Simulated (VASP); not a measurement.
Level of theory: PBEsol GGA, VASP's PBE PAW potentials (set 64) (plane waves; VASP).

Input for VASP

File POSCAR:
```
AlGa3Sb4
1
   -0.0003660316     6.1257757990     6.1185307697
    6.1257757990    -0.0003660316     6.1185307697
    3.0627048836     3.0627048836     0.0000000000
Ga Sb Al
3 4 1
Direct
  0.9999432654   0.9999432654   0.0001134692
  0.9998843084   0.5001800394   0.9999356522
  0.5001800394   0.9998843084   0.9999356522
  0.1249716424   0.1249716424   0.2500567153
  0.1237205395   0.6253750863   0.2509043740
  0.6253750863   0.1237205395   0.2509043740
  0.6257624134   0.6257624134   0.2484751733
  0.5001627051   0.5001627051   0.9996745898
```

**KPOINTS**
```
kpoints
0
Gamma
  4 4 7
0 0 0
```

### INCAR
```
SYSTEM = AlGa3Sb4
PREC = Accurate
ENCUT = 400
EDIFF = 1E-7
NELM = 100
ALGO = Normal
LREAL = .FALSE.
LASPH = .TRUE.
ISMEAR = -5
GGA = PS
LMAXMIX = 4
LWAVE = .FALSE.
LCHARG = .TRUE.
LORBIT = 11
NEDOS = 601
ISIF = 2
LEFG = .TRUE.
```

POTCAR, in this order: Ga_d Sb Al (PBE.64 set). Program: vasp_std.

Unless said otherwise, spin-orbit coupling is left out, though it shifts the bands of the heavy elements here.

Task: Estimate the energy per atom (σ→0), band gap (on the k-mesh).

Result: 
```
Quantity                           Value
------------------------  --------------
energy per atom (σ→0)     -4.160 eV/atom
band gap (on the k-mesh)         0.18 eV
```

**OSZICAR**
```
...
DAV:  10    -0.332830545304E+02   -0.58939E-04   -0.34148E-04  3413   0.279E-01    0.313E-02
DAV:  11    -0.332831218081E+02   -0.67278E-04   -0.83492E-05  3284   0.112E-01    0.166E-02
DAV:  12    -0.332831371333E+02   -0.15325E-04   -0.27938E-05  3284   0.674E-02    0.497E-03
DAV:  13    -0.332831381593E+02   -0.10260E-05   -0.56752E-06  3339   0.327E-02    0.244E-03
DAV:  14    -0.332831383923E+02   -0.23299E-06   -0.17095E-06  3214   0.219E-02    0.139E-03
DAV:  15    -0.332831386303E+02   -0.23802E-06   -0.87995E-07  2870   0.979E-03    0.351E-04
DAV:  16    -0.332831386376E+02   -0.72569E-08   -0.68954E-08  1728   0.456E-03
   1 F= -.33283139E+02 E0= -.33283139E+02  d E =0.000000E+00
```

The structure was generated: AlGa3Sb4 was put into an ordered model structure (Amm2), which need not be its known phase. It was relaxed first.
